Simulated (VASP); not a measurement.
All values below come from vdW-DF-cx, VASP's PBE PAW potentials (set 64) (plane waves; VASP).

VASP input:

**INCAR**
```
SYSTEM=Bi
PREC=Accurate; ENCUT=520; LREAL=.False.
LASPH=.True.
EDIFF=1E-7; NELM=100; ALGO=Normal
LMAXMIX=4
ISMEAR=1; SIGMA=0.1
GGA=CX; LUSE_VDW=.True.; AGGAC=0.0
IBRION=2; NSW=30; ISIF=4
EDIFFG=-0.01
LWAVE=.False.; LCHARG=.False.
```

**POSCAR**
```
Bi
1
    4.0573328296    -2.2431318522    -0.0166562145
    4.0573328296     2.2431318522    -0.0166562145
    2.8323333870     0.0000000000     3.6703889743
Bi
2
Direct
  0.2368305522   0.2368305522   0.2368305522
  0.7631694478   0.7631694478   0.7631694478
```

### KPOINTS
```
Automatic mesh
0
Gamma
10 10 10
0 0 0
```

POTCAR, in this order: Bi_d (PBE.64 set). Program: vasp_std.

The resulting files:

### OSZICAR
```
       N       E                     dE             d eps       ncg     rms          rms(c)
DAV:   1     0.302280244734E+03    0.30228E+03   -0.16773E+04  4408   0.192E+03
DAV:   2     0.225815956805E+02   -0.27970E+03   -0.27520E+03  4423   0.460E+02
DAV:   3    -0.564636752898E+00   -0.23146E+02   -0.22651E+02  5147   0.155E+02
DAV:   4    -0.137487589484E+01   -0.81024E+00   -0.80867E+00  4881   0.313E+01
DAV:   5    -0.141815595333E+01   -0.43280E-01   -0.43278E-01  6061   0.651E+00    0.104E+00
DAV:   6    -0.141248833410E+01    0.56676E-02   -0.19849E-02  5345   0.162E+00    0.610E-01
DAV:   7    -0.141066402452E+01    0.18243E-02   -0.12384E-02  5378   0.140E+00    0.112E-01
DAV:   8    -0.141080494270E+01   -0.14092E-03   -0.14585E-03  4800   0.488E-01    0.185E-02
DAV:   9    -0.141082022331E+01   -0.15281E-04   -0.60068E-05  6005   0.772E-02    0.879E-03
DAV:  10    -0.141082055584E+01   -0.33253E-06   -0.51350E-06  4759   0.172E-02    0.165E-03
DAV:  11    -0.141082094477E+01   -0.38894E-06   -0.55652E-07  3839   0.551E-03    0.882E-04
DAV:  12    -0.141082100602E+01   -0.61250E-07   -0.12293E-07  3594   0.309E-03
   1 F= -.14108210E+01 E0= -.14108801E+01  d E =-.141082E+01
       N       E                     dE             d eps       ncg     rms          rms(c)
DAV:   1    -0.141092691002E+01   -0.10597E-03   -0.49636E-01  4852   0.480E+00    0.123E-01
DAV:   2    -0.141221285179E+01   -0.12859E-02   -0.16334E-02  6487   0.159E+00    0.703E-02
DAV:   3    -0.141205198725E+01    0.16086E-03   -0.34176E-04  6514   0.270E-01    0.171E-02
DAV:   4    -0.141205175435E+01    0.23290E-06   -0.92808E-05  6126   0.932E-02    0.434E-03
DAV:   5    -0.141205195936E+01   -0.20502E-06   -0.55966E-06  4932   0.309E-02    0.140E-03
DAV:   6    -0.141205195721E+01    0.21532E-08   -0.29978E-07  3670   0.746E-03
   2 F= -.14120520E+01 E0= -.14121029E+01  d E =-.123095E-02
       N       E                     dE             d eps       ncg     rms          rms(c)
DAV:   1    -0.140873663714E+01    0.33153E-02   -0.19549E+00  4864   0.953E+00    0.242E-01
DAV:   2    -0.141358599242E+01   -0.48494E-02   -0.62188E-02  6460   0.302E+00    0.140E-01
DAV:   3    -0.141295607048E+01    0.62992E-03   -0.13788E-03  6410   0.535E-01    0.323E-02
DAV:   4    -0.141295981346E+01   -0.37430E-05   -0.35957E-04  6146   0.185E-01    0.866E-03
DAV:   5    -0.141296042056E+01   -0.60710E-06   -0.20411E-05  4955   0.588E-02    0.271E-03
DAV:   6    -0.141296048623E+01   -0.65668E-07   -0.13873E-06  6060   0.139E-02    0.131E-03
DAV:   7    -0.141296048425E+01    0.19841E-08   -0.11643E-07  2376   0.383E-03
   3 F= -.14129605E+01 E0= -.14130025E+01  d E =-.213948E-02
       N       E                     dE             d eps       ncg     rms          rms(c)
DAV:   1    -0.141295716079E+01    0.33254E-05   -0.17701E-03  4864   0.287E-01    0.745E-03
DAV:   2    -0.141296198772E+01   -0.48269E-05   -0.60663E-05  6465   0.981E-02    0.424E-03
DAV:   3    -0.141296147885E+01    0.50887E-06   -0.11776E-06  6523   0.160E-02    0.110E-03
DAV:   4    -0.141296147431E+01    0.45411E-08   -0.23743E-07  2861   0.561E-03
   4 F= -.14129615E+01 E0= -.14130036E+01  d E =-.214047E-02
       N       E                     dE             d eps       ncg     rms          rms(c)
DAV:   1    -0.141384992819E+01   -0.88845E-03   -0.38492E-02  4675   0.162E+00    0.147E-01
DAV:   2    -0.141338593783E+01    0.46399E-03   -0.15844E-03  6283   0.701E-01    0.948E-02
DAV:   3    -0.141305131812E+01    0.33462E-03   -0.51505E-04  5629   0.547E-01    0.975E-03
DAV:   4    -0.141306602770E+01   -0.14710E-04   -0.18886E-04  4717   0.186E-01    0.478E-03
DAV:   5    -0.141306630855E+01   -0.28085E-06   -0.63507E-06  5441   0.271E-02    0.188E-03
DAV:   6    -0.141306623383E+01    0.74726E-07   -0.35217E-07  3915   0.126E-02
   5 F= -.14130662E+01 E0= -.14131157E+01  d E =-.104760E-03
       N       E                     dE             d eps       ncg     rms          rms(c)
DAV:   1    -0.141418420725E+01   -0.11179E-02   -0.53073E-02  4669   0.191E+00    0.173E-01
DAV:   2    -0.141354448267E+01    0.63972E-03   -0.21856E-03  6259   0.820E-01    0.111E-01
DAV:   3    -0.141308312862E+01    0.46135E-03   -0.71357E-04  5654   0.641E-01    0.115E-02
DAV:   4    -0.141310315863E+01   -0.20030E-04   -0.25845E-04  4720   0.218E-01    0.562E-03
DAV:   5    -0.141310354927E+01   -0.39064E-06   -0.88381E-06  5436   0.320E-02    0.221E-03
DAV:   6    -0.141310345187E+01    0.97402E-07   -0.50199E-07  4429   0.148E-02
   6 F= -.14131035E+01 E0= -.14131619E+01  d E =-.141978E-03
```

File OUTCAR:
```
------------------------ aborting loop because EDIFF is reached ----------------------------------------
  FORCE on cell =-STRESS in cart. coord.  units (eV):
  Direction    XX          YY          ZZ          XY          YZ          ZX
  --------------------------------------------------------------------------------------
  Total        0.5406156      0.5378106      0.5381204      0.0000000      0.0000000      0.0009318
  in kB       12.9237350     12.8566801     12.8640855      0.0000000      0.0000000      0.0222764
  external PRESSURE =      12.8815002 kB  Pullay stress =       0.0000000 kB
  volume of cell :       67.02
      direct lattice vectors                 reciprocal lattice vectors
     4.030694178 -2.251858481 -0.030815934     0.123328617 -0.222038820 -0.094109193
     4.030694178  2.251858481 -0.030815934     0.123328617  0.222038820 -0.094109193
     2.800928975  0.000000000  3.670573351     0.002070786  0.000000000  0.270856833
 POSITION                                       TOTAL-FORCE (eV/Angst)
 -----------------------------------------------------------------------------------
      2.58843      0.00000      0.85999         0.001215      0.000000      0.000404
      8.27389      0.00000      2.74895        -0.001215      0.000000     -0.000404
 -----------------------------------------------------------------------------------
    total drift:                                0.000000     -0.000000      0.000000
  FREE ENERGIE OF THE ION-ELECTRON SYSTEM (eV)
  ---------------------------------------------------
  free  energy   TOTEN  =        -1.4131034519 eV

  energy  without entropy=       -1.4132787339  energy(sigma->0) =       -1.41316188

 reached required accuracy - stopping structural energy minimisation
```
(Selected blocks of OUTCAR.)

### CONTCAR
```
Bi
   1.00000000000000
     4.0306941782467280   -2.2518584805919901   -0.0308159342485741
     4.0306941782467280    2.2518584805919901   -0.0308159342485741
     2.8009289754849394    0.0000000000000000    3.6705733506818485
  Bi
     2
Direct
     0.2382943798803941    0.2382943798803941    0.2382943798848192
     0.7617056201196059    0.7617056201196059    0.7617056201151809
```

The compound is Bi in the a7 structure. This cell is one point of a volume scan, at 0.97 of the reference volume. Symmetry was kept, so distortions that lower it aren't found.
